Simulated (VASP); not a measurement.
A convergence study with VASP on Os (hcp): one setting is varied, all else stays as given below, so the limit is that of these other settings.

```
CELL_PARAMETERS angstrom
      1.36500    -2.36425     0.00000
      1.36500     2.36425     0.00000
      0.00000     0.00000     4.32000
ATOMIC_POSITIONS crystal
  Os 0.33333 0.66667 0.25000
  Os 0.66667 0.33333 0.75000
```

Method: PBE GGA, VASP's PBE PAW potentials (set 64) (plane waves; VASP). The tightest run used: 550 eV cut-off, 25×25×15 Γ-centred mesh, first-order Methfessel-Paxton smearing of 0.10 eV, potentials Os.

```json
[
 {"setting": "1×1×1 mesh", "E (eV/atom)": "-11.2302", "pressure (GPa)": "25.03", "irreducible k-points": "1"},
 {"setting": "2×2×1 mesh", "E (eV/atom)": "-10.7769", "pressure (GPa)": "17.43", "irreducible k-points": "2"},
 {"setting": "3×3×2 mesh", "E (eV/atom)": "-10.7356", "pressure (GPa)": "19.65", "irreducible k-points": "6"},
 {"setting": "4×4×2 mesh", "E (eV/atom)": "-11.3572", "pressure (GPa)": "6.92", "irreducible k-points": "8"},
 {"setting": "5×5×3 mesh", "E (eV/atom)": "-11.1783", "pressure (GPa)": "10.88", "irreducible k-points": "10"},
 {"setting": "6×6×4 mesh", "E (eV/atom)": "-11.1972", "pressure (GPa)": "10.81", "irreducible k-points": "21"},
 {"setting": "7×7×4 mesh", "E (eV/atom)": "-11.2000", "pressure (GPa)": "10.69", "irreducible k-points": "24"},
 {"setting": "8×8×5 mesh", "E (eV/atom)": "-11.2690", "pressure (GPa)": "9.51", "irreducible k-points": "30"},
 {"setting": "9×9×5 mesh", "E (eV/atom)": "-11.2513", "pressure (GPa)": "9.76", "irreducible k-points": "36"},
 {"setting": "10×10×6 mesh", "E (eV/atom)": "-11.2283", "pressure (GPa)": "10.13", "irreducible k-points": "56"}
]
```

**Question.** These are the cheaper rows. Estimate the results at 25×25×15 mesh, and how far the last row shown lies from them.

**Answer.** 
```
quantity        tightest run  last row shown is off by
--------------  ------------  ------------------------
E (eV/atom)         -11.2397                    0.0114
pressure (GPa)         10.00                      0.13
```

VASP warned of too few bands at 2×2×1 mesh.

Left out are rungs that failed or repeat a setting and relaxations that didn't move; long series are thinned to 24 rows.

The compound is Os in the hcp structure. The cell was not relaxed at this level.
